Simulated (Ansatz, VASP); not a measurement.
This is a calculation of ZnGaP for VASP 6.6.1.

File INCAR:

```
SYSTEM = ZnGaP
PREC = Accurate
ENCUT = 600
EDIFF = 1E-6
ISMEAR = -1
SIGMA = 0.05
LREAL = .FALSE.
LASPH = .TRUE.
NELM = 100
ALGO = Fast
ISIF = 3
LWAVE = .FALSE.
LCHARG = .FALSE.
GGA = PS
IVDW = 12
IBRION = 2
NSW = 60
EDIFFG = -0.01
```

File KPOINTS:

```
regular mesh
0
G
  8 8 6
  0 0 0
```

The input POSCAR:

```
ZnGaP
1.0
    4.0159400000      0.0000000000      0.0000000000
   -2.0079700000      3.4779100000      0.0000000000
    0.0000000000      0.0000000000      4.4042000000
Zn Ga P
1 1 1
Direct
    0.0000000000      0.0000000000      0.5000000000
    0.6666700000      0.3333300000      0.0000000000
    0.3333300000      0.6666700000      0.5000000000
```

Potentials or basis: VASP PAW PBE potentials, release 64 (Zn, Ga_d, P).

Launch:

```bash
$ cat potpaw_PBE.64/Zn/POTCAR potpaw_PBE.64/Ga_d/POTCAR potpaw_PBE.64/P/POTCAR > POTCAR
$ mpirun -np 1 vasp_std > vasp.out
```

Q: Translate it to Ansatz 0.2.0. Potentials there: Ansatz PAW.

A: As run (the cutoff follows the program's own potentials):

The input input.yaml:

```yaml
crystal:
  lattice:
    - [4.01594, 0.0, 0.0]
    - [-2.00797, 3.47791, 0.0]
    - [0.0, 0.0, 4.4042]
  atoms:
    - { symbol: Zn, position: [0.0, 0.0, 0.5] }
    - { symbol: Ga, position: [0.66667, 0.33333, 0.0] }
    - { symbol: P, position: [0.33333, 0.66667, 0.5] }
hamiltonian:
  xc: pbesol
  pseudopotentials: { kind: paw }
  dispersion: d3bj
kpoints:
  mp_grid: { grid: [8, 8, 6] }
scf:
  occupations: { method: fermi_dirac, width: 0.05 }
output:
  forces: true
  stress: true
  eigenvalues: true
relax:
  f_tol: 0.01
  max_steps: 40
  cell: { stress_tol: 0.05 }
```

Potentials or basis: Ansatz PAW.

Command:

```console
$ ansatz run input.yaml --threads 2 --pin off --max-ram 5632MiB --backend cpu --events-out ev --progress --plain --runs-dir out
```

Both were run:

|  | VASP | Ansatz | Ansatz less VASP |
| --- | --- | --- | --- |
| gap on the k mesh at the Fermi level, each at its own relaxed structure (eV) | none | none | - |
| relaxed volume (Å³/atom) | 18.06 | 17.99 | -0.068 |
| relaxed cell length with the largest relative difference (Å) | 4.050 | 4.041 | -0.0096 |
| energy change over the relaxation (meV/atom) | -43 | -45 | -1.5 |

A gap of «none» marks a metal or a gap that the smearing closes.

Caveats: pairwise dispersion overbinds metals, which lowers pressure and volume; the PAW data sets were made with another functional, which shifts forces and pressure a little (VASP); the plane-wave basis is chosen anew once the cell has moved, so the energies of steps on either side of that aren't comparable (Ansatz); the PAW data sets come from PBE, with cores solved anew for the run's functional, which leaves a small shift of forces and pressure (Ansatz).
